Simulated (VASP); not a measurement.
# Y with SCAN: from relaxation to properties, part 2 of 5

What structure does Y take at this level, and what are its properties? The start is a cell from a database of measured crystal structures.

VASP 6.6.1; SCAN; plane waves and PAW (Y_sv).

So far: Set-up; First try.

## Step 3: Relaxing cell and atoms (SCAN)

Properties are meant for the cell that this level of theory prefers, so cell and atoms are relaxed first (ISIF = 3) until forces and stress are small; EDIFFG sets the threshold.

Contents of INCAR:

```
SYSTEM = Y
PREC = Accurate
ENCUT = 400
EDIFF = 1E-06
NELM = 100
ISMEAR = 1
SIGMA = 0.2
LREAL = .FALSE.
ALGO = Normal
METAGGA = SCAN
LASPH = .TRUE.
NBANDS = 17
LORBIT = 11
LWAVE = .FALSE.
LCHARG = .FALSE.
KPAR = 2
IBRION = 2
NSW = 60
ISIF = 3
EDIFFG = -0.01
```

Contents of POSCAR:

```
Y
1.0
    3.6474000000      0.0000000000      0.0000000000
   -1.8237000000      3.1587410578      0.0000000000
    0.0000000000      0.0000000000      5.7306000000
Y
2
Direct
    0.3333333333      0.6666666667      0.2500000000
    0.6666666667      0.3333333333      0.7500000000
```

Contents of KPOINTS:

```
Automatic mesh
0
Gamma
7 7 4
0 0 0
```

The projector-augmented-wave data sets are Y_sv (PBE family, release 64).

Started as:

```sh
mpirun -np 2 vasp_std
```

The log of the run:

```text
[banner, memory and clock lines left out]
running    2 mpi-ranks, on    1 nodes
 distrk:  each k-point on    1 cores,    2 groups
 distr:  one band on    1 cores,    1 groups

 POSCAR found type information on POSCAR Y
 POSCAR found :  1 types and       2 ions
 [... a notice as in an earlier step ...]

 LDA part: xc-table for (None), standard interpolation
 POSCAR, INCAR and KPOINTS ok, starting setup
 FFT: planning ... GRIDC
 FFT: planning ... GRID_SOFT
 FFT: planning ... GRID
 WAVECAR not read
 entering main loop
       N       E                     dE             d eps       ncg     rms          rms(c)
DAV:   1     0.323463164116E+02    0.32346E+02   -0.10357E+04   824   0.106E+03
DAV:   2    -0.540753513737E+02   -0.86422E+02   -0.85108E+02  1020   0.242E+02
DAV:   3    -0.626676666267E+02   -0.85923E+01   -0.85250E+01  1516   0.442E+01
DAV:   4    -0.629824022775E+02   -0.31474E+00   -0.31462E+00   980   0.834E+00
DAV:   5    -0.629866185730E+02   -0.42163E-02   -0.42152E-02  1171   0.939E-01    0.326E+01
DAV:   6    -0.559267604329E+02    0.70599E+01   -0.12125E+01  1047   0.138E+01    0.235E+01
DAV:   7    -0.556425185775E+02    0.28424E+00   -0.11051E+00  1506   0.688E+00    0.733E+00
DAV:   8    -0.556598946969E+02   -0.17376E-01   -0.11741E-01  1022   0.279E+00    0.123E+00
DAV:   9    -0.556579417069E+02    0.19530E-02   -0.22285E-02   955   0.972E-01    0.344E-01
DAV:  10    -0.556568561850E+02    0.10855E-02   -0.18696E-03  1094   0.343E-01    0.338E-01
DAV:  11    -0.556564974408E+02    0.35874E-03   -0.10809E-04  1303   0.781E-02    0.114E-01
DAV:  12    -0.556562813126E+02    0.21613E-03   -0.45074E-05   986   0.635E-02    0.383E-02
DAV:  13    -0.556563451734E+02   -0.63861E-04   -0.16866E-06   907   0.109E-02    0.122E-02
DAV:  14    -0.556563973281E+02   -0.52155E-04   -0.10792E-06   629   0.105E-02    0.318E-03
DAV:  15    -0.556563896636E+02    0.76644E-05   -0.98318E-08   513   0.239E-03    0.107E-03
DAV:  16    -0.556563925295E+02   -0.28659E-05   -0.53500E-08   470   0.189E-03    0.240E-04
DAV:  17    -0.556563939247E+02   -0.13952E-05   -0.18690E-08   473   0.819E-04    0.505E-04
DAV:  18    -0.556563936784E+02    0.24628E-06   -0.61533E-09   474   0.507E-04
   1 F= -.55656394E+02 E0= -.55657575E+02  d E =-.556564E+02
 curvature:   0.00 expect dE= 0.000E+00 dE for cont linesearch  0.000E+00
 trial: gam= 0.00000 g(F)=  0.167E-47 g(S)=  0.416E-02 ort = 0.000E+00 (trialstep = 0.100E+01)
 search vector abs. value=  0.416E-02
 bond charge predicted
       N       E                     dE             d eps       ncg     rms          rms(c)
DAV:   1    -0.556718231791E+02   -0.15429E-01   -0.62964E-01   816   0.585E+00    0.738E-01
DAV:   2    -0.556626217964E+02    0.92014E-02   -0.37690E-02  1002   0.135E+00    0.398E-01
DAV:   3    -0.556587599757E+02    0.38618E-02   -0.13460E-02  1087   0.736E-01    0.214E-01
DAV:   4    -0.556589253689E+02   -0.16539E-03   -0.94901E-04  1165   0.210E-01    0.161E-01
DAV:   5    -0.556592301644E+02   -0.30480E-03   -0.40019E-04  1298   0.101E-01    0.676E-02
DAV:   6    -0.556592731725E+02   -0.43008E-04   -0.28501E-05  1428   0.244E-02    0.471E-02
DAV:   7    -0.556593187816E+02   -0.45609E-04   -0.12554E-05  1064   0.193E-02    0.234E-02
DAV:   8    -0.556593425896E+02   -0.23808E-04   -0.92932E-07   498   0.758E-03    0.253E-03
DAV:   9    -0.556593447348E+02   -0.21452E-05   -0.16668E-07   470   0.266E-03    0.929E-04
DAV:  10    -0.556593473569E+02   -0.26221E-05   -0.66263E-08   464   0.171E-03    0.416E-04
DAV:  11    -0.556593473253E+02    0.31557E-07   -0.28596E-08   459   0.856E-04
   2 F= -.55659347E+02 E0= -.55660737E+02  d E =-.295365E-02
[...]
3 F= -.55659658E+02 E0= -.55661086E+02  d E =-.326412E-02
[...]
4 F= -.55659724E+02 E0= -.55661215E+02  d E =-.333079E-02
[...]
5 F= -.55659767E+02 E0= -.55661220E+02  d E =-.337362E-02
 curvature:  -0.25 expect dE=-0.212E-03 dE for cont linesearch -0.188E-08
 trial: gam= 0.20266 g(F)=  0.164E-46 g(S)=  0.837E-03 ort =-0.555E-05 (trialstep = 0.109E+01)
 search vector abs. value=  0.101E-02
 bond charge predicted
       N       E                     dE             d eps       ncg     rms          rms(c)
DAV:   1    -0.556666050407E+02   -0.68378E-02   -0.20764E-01   872   0.333E+00    0.493E-01
DAV:   2    -0.556618044596E+02    0.48006E-02   -0.21608E-02   926   0.104E+00    0.313E-01
DAV:   4    -0.556599032698E+02    0.97712E-04   -0.96335E-04  1187   0.167E-01    0.141E-01
DAV:   5    -0.556599803187E+02   -0.77049E-04   -0.39785E-04  1372   0.781E-02    0.462E-02
DAV:   6    -0.556599422815E+02    0.38037E-04   -0.27044E-05  1177   0.222E-02    0.309E-02
DAV:   7    -0.556599061133E+02    0.36168E-04   -0.29316E-05  1109   0.233E-02    0.296E-02
DAV:   8    -0.556598741414E+02    0.31972E-04   -0.14085E-06   551   0.971E-03    0.569E-03
DAV:   9    -0.556598649992E+02    0.91422E-05   -0.21115E-07   435   0.356E-03    0.423E-03
DAV:  10    -0.556598486849E+02    0.16314E-04   -0.15045E-07   431   0.351E-03    0.682E-04
DAV:  11    -0.556598421820E+02    0.65029E-05   -0.56228E-08   429   0.191E-03    0.614E-04
DAV:  12    -0.556598443980E+02   -0.22160E-05   -0.17864E-08   427   0.850E-04    0.368E-04
DAV:  13    -0.556598447120E+02   -0.31396E-06   -0.68540E-09   423   0.428E-04
   6 F= -.55659845E+02 E0= -.55661370E+02  d E =-.774103E-04
 trial-energy change:   -0.000077  1 .order   -0.000427   -0.000912    0.000059
 step:   1.0255(harm=  1.0255)  dis= 0.00000  next Energy=   -55.660196 (dE=-0.428E-03)
 reached required accuracy - stopping structural energy minimisation
```

It took 93 s on 2 MPI ranks of Intel Xeon 6975P-C (Granite Rapids), shared host; peak memory 0.34 GiB.

From OUTCAR (step 3):

```text
 Found     24 irreducible k-points:

   dimension x,y,z NGX =    24 NGY =   24 NGZ =   40
   dimension x,y,z NGXF=    48 NGYF=   48 NGZF=   80

   ENCUT  =  400.0 eV  29.40 Ry    5.42 a.u.   5.95  5.95  9.35*2*pi/ulx,y,z

   NELECT =      22.0000    total number of electrons

 E-fermi :   2.9694

 k-point     1 :       0.0000    0.0000    0.0000
  band No.  band energies     occupation
    ...
      6     -20.3221      2.00000
      7     -20.3220      2.00000
      8     -20.2753      2.00000
      9      -1.9027      2.00000
     10       1.1160      2.00000
     11       3.8633     -0.00000
     12       4.9025     -0.00000
     13       4.9027     -0.00000
     14       5.3614     -0.00000
     15       5.5809     -0.00000
    ...

 k-point     2 :       0.1429   -0.0000    0.0000
  band No.  band energies     occupation
    ...
      6     -20.3921      2.00000
      7     -20.3300      2.00000
      8     -20.2944      2.00000
      9      -1.4751      2.00000
     10       1.4931      2.00000
     11       3.4790     -0.00186
     12       4.1000     -0.00000
     13       5.1452     -0.00000
     14       5.3082     -0.00000
     15       5.4643     -0.00000
    ...

  Total        0.0080051      0.0080051      0.0093679      0.0000000     -0.0000000     -0.0000000
  in kB        0.1936897      0.1936897      0.2266620      0.0000000     -0.0000000     -0.0000000
  external PRESSURE =       0.2046804 kB  Pullay stress =       0.0000000 kB

  energy-cutoff  :      400.00
  volume of cell :       66.22
      direct lattice vectors                 reciprocal lattice vectors
     3.677019490  0.000000000 -0.000000000     0.271959396  0.157015831  0.000000000
    -1.838509745  3.184392288  0.000000000     0.000000000  0.314031661  0.000000000
     0.000000000 -0.000000000  5.655219647     0.000000000  0.000000000  0.176827791

 POSITION                                       TOTAL-FORCE (eV/Angst)
 -----------------------------------------------------------------------------------
     -0.00000      2.12293      1.41380         0.000000     -0.000000      0.000000
      1.83851      1.06146      4.24141         0.000000      0.000000      0.000000
 -----------------------------------------------------------------------------------
    total drift:                               -0.000000      0.000000     -0.000000

  FREE ENERGIE OF THE ION-ELECTRON SYSTEM (eV)
  ---------------------------------------------------
  free  energy   TOTEN  =       -55.6598447120 eV

  energy  without entropy=      -55.6644202307  energy(sigma->0) =      -55.66136988

 total charge
# of ion       s       p       d       f       tot
--------------------------------------------------
    1        2.271   6.258   0.873   0.006   9.408
    2        2.271   6.258   0.873   0.006   9.408
--------------------------------------------------
tot          4.542  12.515   1.745   0.013  18.815

[... 7 parts as in an earlier step ...]

[... 5 further parts left out ...]
```

The k-mesh is coarse for a metal. The PAW data sets were made with PBE, which is usual practice but a small mismatch for other functionals. The run keeps the 24 symmetry operations of its start, so it cannot find a distortion of lower symmetry.

Relaxation path:

| step | energy less that of the first step (eV) | largest force (eV/Å) | pressure (GPa) | volume (Å³) |
| --- | --- | --- | --- | --- |
| 1 | 0.0000 | 0.0000 | 0.22 | 66.02 |
| 2 | -0.0030 | 0.0000 | -0.10 | 66.45 |
| 3 | -0.0033 | 0.0000 | -0.18 | 66.56 |
| 4 | -0.0033 | 0.0000 | -0.34 | 66.79 |
| 5 | -0.0034 | 0.0000 | -0.24 | 66.65 |
| 6 | -0.0035 | 0.0000 | 0.02 | 66.22 |

| conventional cell, symmetrised | before | after | change |
| --- | --- | --- | --- |
| a (Å) | 3.647 | 3.677 | +0.8 % |
| b (Å) | 3.647 | 3.677 | +0.8 % |
| c (Å) | 5.731 | 5.655 | -1.3 % |
| volume (Å³/atom) | 33.01 | 33.11 | +0.3 % |

The relaxed structure:

```xyz
2
Lattice="3.6770 0.0000 0.0000 -1.8385 3.1844 0.0000 0.0000 0.0000 5.6552" Properties=species:S:1:pos:R:3 pbc="T T T"
Y     0.0000    2.1229    1.4138
Y     1.8385    1.0615    4.2414
```

Numbers from this step:

```
electrons                       : 22
bands                           : 17
irreducible k-points            : 24
symmetry operations             : 24
free energy (TOTEN)             : -55.6598 eV
energy at zero smearing         : -55.6614 eV
Fermi energy                    : 2.969 eV
pressure                        : 0.02047 GPa
metallic                        : yes
SCF cycles over all ionic steps : 68
```

It ends with forces that vanish by symmetry and a pressure of 0.02 GPa. The volume lies +0.3 % from that of the database's start.

## Step 4: Single point with fields (SCAN)

The relaxed cell gets a fresh self-consistent run, on a basis set for its own volume, to fix the density and to check the remaining stress.

Changes to INCAR since step 3:

```diff
@@ -14,7 +14,5 @@
 LWAVE = .FALSE.
-LCHARG = .FALSE.
-KPAR = 2
-IBRION = 2
-NSW = 60
-ISIF = 3
-EDIFFG = -0.01
+LCHARG = .TRUE.
+ISIF = 2
+LELF = .TRUE.
+LVHAR = .TRUE.
```

Contents of POSCAR:

```
Y
1.0
    3.6770194897      0.0000000000      0.0000000000
   -1.8385097448      3.1843922883      0.0000000000
    0.0000000000      0.0000000000      5.6552196470
Y
2
Direct
    0.3333333333      0.6666666667      0.2500000000
    0.6666666667      0.3333333333      0.7500000000
```

KPOINTS is that of step 3.

Started as:

```sh
mpirun -np 2 vasp_std
```

The log of the run:

```text
[banner, memory and clock lines left out]
running    2 mpi-ranks, on    1 nodes
 distrk:  each k-point on    2 cores,    1 groups
 distr:  one band on    1 cores,    2 groups

 POSCAR found type information on POSCAR Y
 POSCAR found :  1 types and       2 ions
 [... a notice as in an earlier step ...]

 LDA part: xc-table for (None), standard interpolation
|                                                                             |
|           W    W    AA    RRRRR   N    N  II  N    N   GGGG   !!!           |
|           W    W   A  A   R    R  NN   N  II  NN   N  G    G  !!!           |
|           W    W  A    A  R    R  N N  N  II  N N  N  G       !!!           |
|           W WW W  AAAAAA  RRRRR   N  N N  II  N  N N  G  GGG   !            |
|           WW  WW  A    A  R   R   N   NN  II  N   NN  G    G                |
|           W    W  A    A  R    R  N    N  II  N    N   GGGG   !!!           |
|                                                                             |
|     The number of bands has been changed from the values supplied in        |
|     The orbitals not found in the WAVECAR file will be initialized with     |
|     random numbers, which is usually adequate. For correlated               |
|     calculations, however, you should redo the groundstate calculation.     |
|     I found NBANDS = 17. Now, NBANDS = 18.                                  |
|                                                                             |

 POSCAR, INCAR and KPOINTS ok, starting setup
 FFT: planning ... GRIDC
 FFT: planning ... GRID_SOFT
 FFT: planning ... GRID
 WAVECAR not read
 entering main loop
       N       E                     dE             d eps       ncg     rms          rms(c)
DAV:   1     0.320932974386E+02    0.32093E+02   -0.10248E+04   864   0.985E+02
DAV:   2    -0.537062499226E+02   -0.85800E+02   -0.84143E+02  1098   0.234E+02
DAV:   3    -0.627686881254E+02   -0.90624E+01   -0.89525E+01  1580   0.424E+01
DAV:   4    -0.629813117997E+02   -0.21262E+00   -0.21244E+00  1058   0.750E+00
DAV:   5    -0.629859396908E+02   -0.46279E-02   -0.46262E-02  1256   0.928E-01    0.324E+01
DAV:   6    -0.559301931422E+02    0.70557E+01   -0.12027E+01  1126   0.130E+01    0.234E+01
DAV:   7    -0.556468432941E+02    0.28335E+00   -0.10977E+00  1576   0.649E+00    0.743E+00
DAV:   8    -0.556635533446E+02   -0.16710E-01   -0.11517E-01  1098   0.268E+00    0.123E+00
DAV:   9    -0.556613966032E+02    0.21567E-02   -0.22105E-02   996   0.937E-01    0.335E-01
DAV:  10    -0.556603858004E+02    0.10108E-02   -0.19173E-03  1096   0.320E-01    0.341E-01
DAV:  11    -0.556600383646E+02    0.34744E-03   -0.10527E-04  1308   0.694E-02    0.461E-02
DAV:  12    -0.556598005696E+02    0.23779E-03   -0.42487E-05   962   0.564E-02    0.157E-02
DAV:  13    -0.556598664386E+02   -0.65869E-04   -0.18591E-06   838   0.987E-03    0.142E-02
DAV:  14    -0.556598956084E+02   -0.29170E-04   -0.48028E-07   528   0.656E-03    0.314E-03
DAV:  15    -0.556598870027E+02    0.86057E-05   -0.79936E-08   508   0.189E-03    0.217E-03
DAV:  16    -0.556598903426E+02   -0.33399E-05   -0.28735E-08   498   0.131E-03    0.505E-04
DAV:  17    -0.556598922236E+02   -0.18810E-05   -0.11528E-08   498   0.715E-04    0.570E-04
DAV:  18    -0.556598913500E+02    0.87368E-06   -0.40158E-09   498   0.401E-04
   1 F= -.55659891E+02 E0= -.55661416E+02  d E =0.457392E-02
```

Elapsed: 25 s, on 2 MPI ranks; peak memory 0.29 GiB.

Parts of OUTCAR (step 4):

```text
  LATTYP: Found a hexagonal cell.
 ALAT       =     3.6770194897
 C/A-ratio  =     1.5379901202

 Found     24 irreducible k-points:

   k-points           NKPTS =     24   k-points in BZ     NKDIM =     24   number of bands    NBANDS=     18

   ENCUT  =  400.0 eV  29.40 Ry    5.42 a.u.   6.00  6.00  9.22*2*pi/ulx,y,z

   NELECT =      22.0000    total number of electrons

 E-fermi :   2.9694

 k-point     1 :       0.0000    0.0000    0.0000
  band No.  band energies     occupation
    ...
      6     -20.3221      2.00000
      7     -20.3220      2.00000
      8     -20.2753      2.00000
      9      -1.9027      2.00000
     10       1.1160      2.00000
     11       3.8635     -0.00000
     12       4.9026     -0.00000
     13       4.9027     -0.00000
     14       5.3613     -0.00000
     15       5.5809     -0.00000
    ...

 k-point     2 :       0.1429   -0.0000    0.0000
  band No.  band energies     occupation
    ...
      6     -20.3921      2.00000
      7     -20.3300      2.00000
      8     -20.2944      2.00000
      9      -1.4751      2.00000
     10       1.4931      2.00000
     11       3.4791     -0.00186
     12       4.1001     -0.00000
     13       5.1452     -0.00000
     14       5.3082     -0.00000
     15       5.4643     -0.00000
    ...

  Total        0.0086087      0.0086087      0.0087932      0.0000000     -0.0000000      0.0000000
  in kB        0.2082944      0.2082944      0.2127581      0.0000000     -0.0000000      0.0000000
  external PRESSURE =       0.2097823 kB  Pullay stress =       0.0000000 kB

  energy-cutoff  :      400.00
  volume of cell :       66.22
      direct lattice vectors                 reciprocal lattice vectors
     3.677019490  0.000000000  0.000000000     0.271959396  0.157015831  0.000000000
    -1.838509745  3.184392288  0.000000000     0.000000000  0.314031661  0.000000000
     0.000000000  0.000000000  5.655219647     0.000000000  0.000000000  0.176827791

 POSITION                                       TOTAL-FORCE (eV/Angst)
 -----------------------------------------------------------------------------------
     -0.00000      2.12293      1.41380        -0.000000      0.000000      0.000000
      1.83851      1.06146      4.24141         0.000000      0.000000      0.000000
 -----------------------------------------------------------------------------------
    total drift:                               -0.000000      0.000000     -0.000000

  FREE ENERGIE OF THE ION-ELECTRON SYSTEM (eV)
  ---------------------------------------------------
  free  energy   TOTEN  =       -55.6598913500 eV

  energy  without entropy=      -55.6644652749  energy(sigma->0) =      -55.66141599

[... 5 parts as in an earlier step ...]

[... 6 further parts left out ...]
```

Numbers from this step:

```yaml
scf_cycles: 18
bands: 18
free_energy_toten: -55.6599 eV
pressure: 0.02098 GPa
```

Valence electrons inside each PAW sphere by angular momentum. Sphere charges, by row:

| atom | s (e) | p (e) | d (e) | f (e) | tot (e) |
| --- | --- | --- | --- | --- | --- |
| Y1 | 2.271 | 6.258 | 0.873 | 0.006 | 9.408 |
| Y2 | 2.271 | 6.258 | 0.873 | 0.006 | 9.408 |

Valence density in the ac plane at fractional y = 0.333, with atoms of Y within 0.2 Å of it. It is the smooth field of the valence electrons, not physical close to the nuclei.

Ten steps, logarithmic in the rise over the least value, from '_' (0.1 e/Å³) to '@' (4.9 e/Å³), each cell a mean:
```
____________..::------::..__
__________..::==++**++==--..
__________::==**##%%##**++--
..______..--**##@@@@@@%%**==
::______..--**%%@@@@@@%%##++
..______..--**%%@@@@@@%%##++
..________--++##%%@@@@%%**==
__________..==**######**++::
____________::--==++++==::..
______________..::::::....__
__________________....______
____________________________
__........__________________
..::--::::..________________
::--------..______________..
::--====--::..____________..
::------::..______________..
..::::::::..________________
__......____________________
____________________________
__________________....______
```
Columns run along a (3.7 Å), rows up along c (5.7 Å). Atoms in or near the plane, at fractional coordinates: Y at (0.67, 0.75).

ELF in the ac plane at fractional y = 0.333, with atoms of Y within 0.2 Å of it. It is the smooth field of the valence electrons, not physical close to the nuclei.

Ten even steps from '_' (0.10) to '@' (0.76), each cell a mean:
```
--++++++==..____......______
..==++++::____::++++++--..__
__::==--..__--**%%%%%%##==..
__..--::__..**%%@@@@@@@@##--
____::..__::##@@@@@@@@@@%%==
____::..__::**@@@@@@@@@@%%==
__..--::__..++%%@@@@@@%%**::
__::==--..__::++##%%%%**==__
..==++++--____..--====::____
--++++++==::______....____..
------------::::::::::::::--
....__....::--++++****++==--
__________..--++##%%%%**==..
____....____..++%%@@@@**::__
__..::::..__..==%%@@@@**::__
__::--::..__..==%%@@@@++..__
__..::..____..==%%@@@@**::__
____________::++%%@@@@**--__
__________..--++##%%%%**==::
::........::--==++++++====--
--======----::..........::::
```
Columns run along a (3.7 Å), rows up along c (5.7 Å). Atoms in or near the plane, at fractional coordinates: Y at (0.67, 0.75).

Electrostatic potential energy in the ac plane at fractional y = 0.333, with atoms of Y within 0.2 Å of it. With pseudopotentials it is smooth inside the atoms' cores, unlike the true potential.

Ten even steps from '0' (-21 eV) to '9' (2 eV), each cell a mean:
```
99999887656678
89999864333457
89998642111235
78998531000024
68987520000013
78987520000024
78998631000124
89998743211246
99999875444567
99999987666788
99999998888899
88888999999999
87778899999998
76566789999998
65556789999987
65445789999987
65556789999988
76667789999998
88778899999999
98889999999999
99999998888899
```
Columns run along a (3.7 Å; values clipped at the 3rd and 97th percentile), rows up along c (5.7 Å). Atoms in or near the plane, at fractional coordinates: Y at (0.67, 0.75).

In this run the pressure is 0.02 GPa, small enough to go on.

[end of part 2 of 5]

[Lines on the potential files, build, host, timing and source positions are cut from VASP's logs without a mark.]

[Logs are printed without paths, hosts, clocks, repeated set-up lines and the standing remarks that a program may print on its own settings, such as how far it seeks lower states.]

[Hosts, paths, dates, database ids (printed as entryN), source tags and the programs' standing remarks are cut or masked in the printed files.]

[A measured line is paired with the nearest computed mode of its activity, which favours agreement.]
